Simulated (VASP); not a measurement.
Level of theory: PW91 GGA, VASP's PBE PAW potentials (set 64) (plane waves; VASP).

The input files of a VASP run:

### KPOINTS
```
k-points along high-symmetry lines
15
Line-mode
Reciprocal
  0.000000   0.000000   0.000000 ! GAMMA
 -0.500000  -0.500000   0.000000 ! X

 -0.500000  -0.500000   0.000000 ! X
 -0.375000  -0.375000   0.250000 ! U

 -0.375000  -0.000000   0.375000 ! K
  0.000000   0.000000   0.000000 ! GAMMA

  0.000000   0.000000   0.000000 ! GAMMA
  0.000000   0.000000   0.500000 ! L

  0.000000   0.000000   0.500000 ! L
 -0.500000  -0.250000   0.250000 ! W

 -0.500000  -0.250000   0.250000 ! W
 -0.500000  -0.500000   0.000000 ! X
```

File POSCAR:
```
CdS
2.9668380
  0.0000000000   0.9999999624   0.9999999624
  0.9999999624   0.0000000000   0.9999999624
  0.9999999624   0.9999999624   0.0000000000
Cd S
1 1
Cart
  0.0000000000   0.0000000000   0.0000000000
  0.4999999812   0.4999999812   0.4999999812
```

### INCAR
```
SYSTEM = CdS
PREC = Accurate
ENCUT = 520
EDIFF = 1E-7
NELM = 100
ALGO = Normal
LREAL = .FALSE.
LASPH = .TRUE.
ISMEAR = 0
SIGMA = 0.05
GGA = 91
LMAXMIX = 4
LWAVE = .FALSE.
LCHARG = .FALSE.
LORBIT = 11
ICHARG = 11
```

POTCAR, in this order: Cd S (PBE.64 set). Program: vasp_std. Read from the step before: CHGCAR.

Output of the run:

OSZICAR:
```
       N       E                     dE             d eps       ncg     rms          rms(c)
DAV:   1     0.109940736264E+03    0.10994E+03   -0.92285E+03  2372   0.125E+03
DAV:   2    -0.720341044403E+00   -0.11066E+03   -0.10574E+03  2760   0.299E+02
DAV:   3    -0.542944323302E+01   -0.47091E+01   -0.46392E+01  2700   0.625E+01
DAV:   4    -0.546363983470E+01   -0.34197E-01   -0.34189E-01  2690   0.532E+00
DAV:   5    -0.546412016675E+01   -0.48033E-03   -0.48033E-03  2795   0.609E-01
DAV:   6    -0.546413045085E+01   -0.10284E-04   -0.10284E-04  2730   0.834E-02
DAV:   7    -0.546413072265E+01   -0.27180E-06   -0.27183E-06  2795   0.124E-02
DAV:   8    -0.546413073020E+01   -0.75408E-08   -0.75159E-08  2104   0.199E-03
   1 F= -.54641307E+01 E0= -.54641307E+01  d E =-.336998E-15
```

OUTCAR:
```
 val. band max:        0.8358733525   @ k =   0.0000   0.0000   0.0000

 cond. band min:       1.8529564862   @ k =   0.0000   0.0000   0.0000



 k-point     1 :       0.0000    0.0000    0.0000
  band No.  band energies     occupation
      1     -11.2195      2.00000
      2      -6.7357      2.00000
      3      -6.7357      2.00000
      4      -6.7357      2.00000
      5      -6.3231      2.00000
      6      -6.3231      2.00000
      7       0.8359      2.00000
      8       0.8359      2.00000
      9       0.8359      2.00000
     10       1.8530      0.00000
     11       7.3760      0.00000
     12       7.3760      0.00000
     13       7.3760      0.00000

 k-point     2 :      -0.0357   -0.0357    0.0000
  band No.  band energies     occupation
      1     -11.2132      2.00000
      2      -6.7325      2.00000
      3      -6.7325      2.00000
      4      -6.7323      2.00000
      5      -6.3244      2.00000
      6      -6.3222      2.00000
      7       0.6825      2.00000
      8       0.8096      2.00000
      9       0.8096      2.00000
     10       2.0170      0.00000
     11       7.3075      0.00000
     12       7.4122      0.00000
     13       7.4122      0.00000

 k-point     3 :      -0.0714   -0.0714    0.0000
  band No.  band energies     occupation
      1     -11.1945      2.00000
      2      -6.7229      2.00000
      3      -6.7229      2.00000
      4      -6.7218      2.00000
      5      -6.3280      2.00000
      6      -6.3195      2.00000
      7       0.3648      2.00000
      8       0.7334      2.00000
      9       0.7334      2.00000
     10       2.3654      0.00000
     11       7.1205      0.00000
     12       7.5189      0.00000
     13       7.5189      0.00000

 k-point     4 :      -0.1071   -0.1071    0.0000
  band No.  band energies     occupation
      1     -11.1645      2.00000
      2      -6.7071      2.00000
      3      -6.7071      2.00000
      4      -6.7038      2.00000
...
```

The density is held fixed in this step, so its total energy and stress have no physical meaning.

The compound is CdS in the zinc blende structure, a metastable form; wurtzite is the usual one. It was relaxed first, which changed the volume by +6 %.
